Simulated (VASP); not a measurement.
Input:

```xyz
4
Lattice="3.1884 0.0000 0.0000 -1.5942 2.7612 0.0000 0.0000 0.0000 5.2890" Properties=species:S:1:pos:R:3 pbc="T T T"
B      1.5942     0.9204     2.6465
B      0.0000     1.8408     0.0020
P      1.5942     0.9204     4.6259
P      0.0000     1.8408     1.9814
```

Calculation: r2SCAN meta-GGA, VASP's PBE PAW potentials (set 64) (plane waves; VASP). Settings: 520 eV cut-off, 9×9×5 Γ-centred mesh, tetrahedra with Blöchl corrections, potentials B P.

The cores are frozen, which limits the accuracy of field gradients.

Problem. Give the principal components of the electric field gradient (V/Å²) and the asymmetry η at each nucleus.

Solution. 
```json
[
 {"atom": "B1", "Vxx": "-0.8", "Vyy": "-0.8", "Vzz": "1.6", "η": "0.00"},
 {"atom": "B2", "Vxx": "-0.8", "Vyy": "-0.8", "Vzz": "1.6", "η": "0.00"},
 {"atom": "P3", "Vxx": "-2.9", "Vyy": "-2.9", "Vzz": "5.7", "η": "0.00"},
 {"atom": "P4", "Vxx": "-2.9", "Vyy": "-2.9", "Vzz": "5.7", "η": "0.00"}
]
```

The structure comes from a computed database's BP entry (P6_3mc); how it stands against other phases isn't given here. It was relaxed first.
